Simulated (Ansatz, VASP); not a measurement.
# Cross-check of HfTeSe between VASP and Ansatz, part 2 of 2

One calculation is typed for both programs; each brings its own data sets. How far apart do they land? The cell is taken from a series of runs on this material, whose earlier steps may have relaxed, scaled, displaced or heated it; both programs get it as it stands.

VASP 6.6.1 and Ansatz 0.2.0.

So far: The starting structure; VASP: zone-centre phonons, PBEsol.

## (3) Ansatz: zone-centre phonons, PBEsol

Level of this step: Ansatz beside VASP: Kohn-Sham DFT, plane waves, PBEsol (Ansatz).

Ansatz runs on its PAW soft_1 files.

The same cell, functional, mesh and smearing now go to Ansatz, which takes its cutoff from its data sets.

input.yaml

```yaml
crystal:
  lattice:
    - [3.868549087, 0.0, 0.0]
    - [-1.9342745435, 3.2845703776, 0.0]
    - [0.0, 0.0, 30.0]
  atoms:
    - { symbol: Hf, position: [-0.0002983287, -0.0005966573, 0.336479582] }
    - { symbol: Se, position: [0.3352800521, 0.6705601041, 0.3852287239] }
    - { symbol: Te, position: [0.6650182766, 0.3300365532, 0.2749583607] }
  periodic: [true, true, false]
kpoints:
  mp_grid: { grid: [12, 12, 1] }
hamiltonian:
  xc: pbesol
  pseudopotentials: { kind: paw, azcp: { folder: soft_1 }, xc_functional: pbe }
scf:
  occupations: { method: methfessel_paxton, width: 0.2 }
output:
  eigenvalues: true
phonons:
  method: dfpt
```

Started as:

```bash
ansatz run input.yaml --threads 4 --pin off --max-ram 16384MiB --backend cpu --events-out ev --progress --plain --runs-dir out
```

Numbers of over 12 decimals in the logs are rounded to 6 here.

The log of the run:

```text
zone centre: on kpoints.mp_grid the ground state, and the responses unless they are solved on pairs of k-points, stand on 43 of the mesh's 144 k-points, reduced under 2 symmetry operations, with k and −k counted as one. Each operation leaves every solved displacement unchanged or reverses it
Engine: ansatz 0.2.0, x86_64-unknown-linux-gnu
Pseudopotentials: kind: paw
Pseudopotential: Hf, paw, valence charge 26, recommended cutoff 420 eV (normal), soft_1/Hf.paw.azcp
Pseudopotential: Se, paw, valence charge 16, recommended cutoff 420 eV (normal), soft_1/Se.paw.azcp
Pseudopotential: Te, paw, valence charge 16, recommended cutoff 420 eV (normal), soft_1/Te.paw.azcp
Functional definition: PBEsol
  exchange = pbesol_x
  correlation = pbesol_c
Crystal: 3 atoms, lattice volume = 381.196 Å³
Basis set: ecut = 420 eV, 7461 PW (Γ), exchange–correlation on 54×54×432 points (8 copies of the dense FFT grid, shifted against one another)
Bands: 35, of which v1, the nominal top of the filled ones, is band 29 counted from 1 (28 counted from 0)
Symmetry: 2 space group operations
k-points: 43 of 144 (time reversal used)
Non-local potential: Hf, projectors of the file, l = 0: 3, l = 1: 2, l = 2: 2, l = 3: 3
Non-local potential: Se, projectors of the file, l = 0: 2, l = 1: 2, l = 2: 3, l = 3: 1
Non-local potential: Te, projectors of the file, l = 0: 2, l = 1: 2, l = 2: 2, l = 3: 1
PAW form: soft (Blöchl's): semilocal exchange-correlation on the pseudo side does not see the compensation charge
PAW frozen core: Hf, regenerated for the run's functional, and the local potential with it (the file was generated under x = pbe(κ = 0.804, μ = 0.219515), c = pbe(β = 0.066725))
PAW frozen core: Se, regenerated for the run's functional, and the local potential with it (the file was generated under x = pbe(κ = 0.804, μ = 0.219515), c = pbe(β = 0.066725))
PAW frozen core: Te, regenerated for the run's functional, and the local potential with it (the file was generated under x = pbe(κ = 0.804, μ = 0.219515), c = pbe(β = 0.066725))
PAW one-centre angular grid: Hf, 590 points (default); XC on 64 Gauss nodes
PAW one-centre angular grid: Se, 590 points (default); XC on 64 Gauss nodes
PAW one-centre angular grid: Te, 590 points (default); XC on 64 Gauss nodes
Initial density: superposition of atomic densities (neutral atoms: chi_scale 0, normalization atom)
Initial wavefunctions: pseudopotential atomic-orbital guess
Functional: x = pbesol(κ = 0.804, μ = 0.123457), c = pbesol(β = 0.046)
iter 1 solved again at ethr=2.45e-3 eV; its pass at ethr=3.10e-3 eV (dr2=1.42e0 eV) is discarded
SCF iter   1: F=—  HF=-27928.135839 eV  |F-HF|=—  |Δ(HF+E_count)|=         —  Δρ=1.59e-2  dr2=1.43e0  ethr=2.45e-3  ⟨swp⟩=1.0  Hψ=10600  notcnv=0
preconditioner: auto → LDOS  [metal: Δε(μ)=0.126 eV  Ē_g=11.598 eV  σ=0.200 eV  W_gap=0.48  n_scr=56 (ndim 8)  ℏωp=10.4 eV  f_vac=0.760  D(μ)=0.28/eV (n_scr^D=2)  β→1.0]
SCF iter   2: F=—  HF=-27928.250492 eV  |F-HF|=—  |Δ(HF+E_count)|=   1.15e-1  S|Δr|=    0.00e0  Δρ=1.51e-2  dr2=1.63e0  ethr=2.45e-3  ⟨swp⟩=5.0  Hψ=4541  notcnv=0  defer=25
SCF iter   3: F=—  HF=-27927.734827 eV  |F-HF|=—  |Δ(HF+E_count)|=   5.16e-1  S|Δr|=    0.00e0  Δρ=2.70e-3  dr2=5.53e-2  ethr=2.45e-3  ⟨swp⟩=4.2  Hψ=3878  notcnv=0  defer=50
SCF iter   4: F=—  HF=-27927.720531 eV  |F-HF|=—  |Δ(HF+E_count)|=   1.43e-2  S|Δr|=    0.00e0  Δρ=1.16e-3  dr2=1.55e-2  ethr=9.54e-5  ⟨swp⟩=2.9  Hψ=3223  notcnv=0  defer=49
SCF iter   5: F=—  HF=-27927.717302 eV  |F-HF|=—  |Δ(HF+E_count)|=   3.23e-3  S|Δr|=    0.00e0  Δρ=3.58e-4  dr2=1.01e-3  ethr=2.67e-5  ⟨swp⟩=3.4  Hψ=2959  notcnv=0  defer=49
SCF iter   6: F=—  HF=-27927.717303 eV  |F-HF|=—  |Δ(HF+E_count)|=   8.55e-7  S|Δr|=    0.00e0  Δρ=1.08e-4  dr2=2.24e-5  ethr=1.75e-6  ⟨swp⟩=3.0  Hψ=2718  notcnv=0  defer=49
SCF iter   7: F=—  HF=-27927.717319 eV  |F-HF|=—  |Δ(HF+E_count)|=   1.62e-5  S|Δr|=    0.00e0  Δρ=3.07e-5  dr2=3.56e-6  ethr=3.86e-8  ⟨swp⟩=3.2  Hψ=3412  notcnv=0  defer=49
SCF iter   8: F=—  HF=-27927.717402 eV  |F-HF|=—  |Δ(HF+E_count)|=   8.30e-5  S|Δr|=    0.00e0  Δρ=1.17e-5  dr2=3.18e-7  ethr=6.15e-9  ⟨swp⟩=3.1  Hψ=3173  notcnv=0  defer=48
SCF iter   9: F=—  HF=-27927.717403 eV  |F-HF|=—  |Δ(HF+E_count)|=   1.12e-6  S|Δr|=    0.00e0  Δρ=4.25e-6  dr2=3.49e-8  ethr=5.49e-10  ⟨swp⟩=3.0  Hψ=2861  notcnv=0  defer=48
SCF iter  10: F=—  HF=-27927.717403 eV  |F-HF|=—  |Δ(HF+E_count)|=   2.57e-7  S|Δr|=    0.00e0  Δρ=8.92e-7  dr2=3.49e-9  ethr=6.02e-11  ⟨swp⟩=3.0  Hψ=3095  notcnv=0  defer=48
SCF iter  11: F=—  HF=-27927.717404 eV  |F-HF|=—  |Δ(HF+E_count)|=   2.04e-8  S|Δr|=    0.00e0  Δρ=2.53e-7  dr2=1.64e-10  ethr=6.03e-12  ⟨swp⟩=3.0  Hψ=3147  notcnv=0  defer=48
SCF iter  12: F=—  HF=-27927.717404 eV  |F-HF|=—  |Δ(HF+E_count)|=   3.29e-9  S|Δr|=    0.00e0  Δρ=8.11e-8  dr2=1.78e-11  ethr=1.00e-12  ⟨swp⟩=2.9  Hψ=2544  notcnv=0  defer=48
SCF iter  13: F=-27927.717404 eV  HF=-27927.717404 eV  |F-HF|=2.18e-10  |Δ(HF+E_count)|=   1.38e-9  S|Δr|=    0.00e0  Δρ=2.23e-8  dr2=2.96e-12  ethr=1.00e-12  ⟨swp⟩=22.0  Hψ=11676  notcnv=0
SCF 1 converged in 13 iterations: F = -27927.717404 eV  dr2 = 2.96e-12
  greatest PAW one-centre occupation: 1.000 electrons in one spin orbital (limit 2), on the Se atom at site 1 (counted from 0), in its partial waves of l = 2
DFPT response loops at Γ: preconditioner auto → none (partly filled bands, converged f_vac=0.768); β = 0.50; Broyden in place of MSR1
SCF converged after 13 iterations
Stability not checked: this state was not tested for a lower state beside it, because cold or Methfessel-Paxton smearing, or corrected tetrahedra, fill the levels in a way that the test cannot read (fill_not_monotonic; see scf.lower_state_search)
Free energy (F): -27927.717404 eV
Harris-Foulkes:  -27927.717404 eV  (|F-HF|=2.18e-10)
Internal energy: -27927.715920 eV  (E = F + TS)
E sigma→0 (E₀):  -27927.717033 eV
Entropy (-TS):   -0.001484 eV (-0.495 meV/atom)
Fermi energy:    -4.824981 eV
Step filling:    the computed levels leave a gap of 0.0198 eV = 0.1 smearing widths at the electron count; against every level under it full and every level over it empty, smearing changes F+E_penalty+E_count by -0.890 meV and its σ→0 estimate by -0.519 meV
--- Per-component energies (eV) ---
  E_band       = -1697.007377
  E_kinetic    = 689.656890
  E_local      = -154654.579948  (includes V_loc(G=0)·N_el)
  E_nonlocal   = -217.173008
  E_hartree    = 76789.489616
  E_xc         = -469.605465
  E_vxc        = -445.450444  (∫ρ·V_xc dr)
  E_paw        = -14256.994902  (= ΣΔE_a)
  E_vpaw       = -648.439639  (= ΣTr[D̂ρ^β])
  E_aug_tail   = -0.000192  (compensation charges beyond the density's cutoff)
  E_ewald      = 64188.856770
  E_core_change = 2.634319  (= ΣΔE_core)
  E_smearing   = -0.001484  (= −TS)
  E_closure    = 0.000000  (closes the sum)
  Σ components = -27927.717404   (vs F -27927.717404, Δ=0.00e0)
--- Band table (eV; the first three rows and the last of 43) ---
  k-point 0: bands = [... 25 lower, -7.6784, -6.5630, -4.6644, -4.5297, -4.0064, -3.8640, -3.5379, -1.3499 (-1.3499°), ... 2 higher]
  k-point 1: bands = [... 25 lower, -7.7817, -6.3673, -5.2977, -5.0356, -3.8425, -3.6188, -3.2525, -1.2057 (-1.2057°), ... 2 higher]
  k-point 2: bands = [... 25 lower, -7.7392, -6.5758, -6.0501, -5.5151, -4.0550, -3.1117, -2.9292, -1.4598 (-1.4597°), ... 2 higher]
  k-point 42: bands = [... 25 lower, -8.2372, -7.7565, -7.3510, -6.7624, -3.5003, -2.9974, -2.3378, -1.2456, ... 2 higher]
  ° read free of the cell's end (the report's vacuum.weakly_bound_levels)
--- Phonons (Γ-DFPT): 9 representative perturbations + reference, on 43 of 144 k-points (Σ response iterations 39) ---
  k mesh reduced under 2 symmetry operations, with k and −k counted as one. Each operation leaves every solved displacement unchanged or reverses it
  ASR residual: 1.243e-4 → 0.000e0 eV/Å²; symmetrization residual: 1.397e-5 eV/Å²
  ASR residual per site (eV/Å²): 1.24e-4 7.22e-5 5.97e-5
  Γ frequencies (cm⁻¹): 0.00 0.00 0.00 89.94 90.88 140.28 140.44 159.12 206.13
  non-analytic LO–TO correction: not included (Born effective charges unavailable; polar crystals: no LO–TO splitting at Γ)
```

## (4) Differences

Known differences besides the potentials themselves: Ansatz cuts the interaction across the vacuum, VASP repeats the sheet without a dipole correction; the data sets hold 58 valence electrons in Ansatz (on its PAW soft_1 files) and 22 in VASP; the cutoff is 420 eV in Ansatz and 500 eV in VASP; Ansatz makes its cores anew for this functional, VASP keeps those of its PBE data sets. Total energies have different zeros and are not compared.

Compared:

```
             quantity  Ansatz   VASP  difference
optical mode 1 (cm⁻¹)    89.9   89.6     +0.42 %
optical mode 2 (cm⁻¹)    90.9   90.4     +0.55 %
optical mode 3 (cm⁻¹)   140.3  140.1     +0.12 %
optical mode 4 (cm⁻¹)   140.4  140.2     +0.20 %
optical mode 5 (cm⁻¹)   159.1  159.4     -0.17 %
optical mode 6 (cm⁻¹)   206.1  206.1     +0.02 %
```

Modes are paired by rising frequency, not by their patterns, so a pair may set unlike modes beside each other; they are those without the splitting of longitudinal modes. Where the cell holds vacuum, a pressure given here is an average over it and none of the material.

## (5) Summary of results

```json
{
 "r.m.s. difference of the optical zone-centre modes, each program's sorted by frequency (zone-centre phonons, PBEsol)": "0.31 cm⁻¹",
 "difference in optical mode 2 (zone-centre phonons, PBEsol)": "+0.6 %"
}
```

In words: The r.m.s. difference of the optical zone-centre modes, each program's sorted by frequency is 0.31 cm⁻¹ (zone-centre phonons, PBEsol). The data sets hold unlike numbers of valence electrons (58 in Ansatz and 22 in VASP), so part of the differences may come from the potentials. Among the rows given in per cent, the largest difference of the zone-centre phonons, PBEsol pair is in optical mode 2, +0.6 %. How closely two codes agree says nothing of how well the functional describes the real material.

[Lines on the potential files, build, host, timing and source positions are cut from VASP's logs without a mark.]

[Logs are printed without paths, hosts, clocks, repeated set-up lines and the standing remarks that a program may print on its own settings, such as how far it seeks lower states.]

[Hosts, paths, dates, database ids (printed as entryN), source tags and the programs' standing remarks are cut or masked in the printed files.]
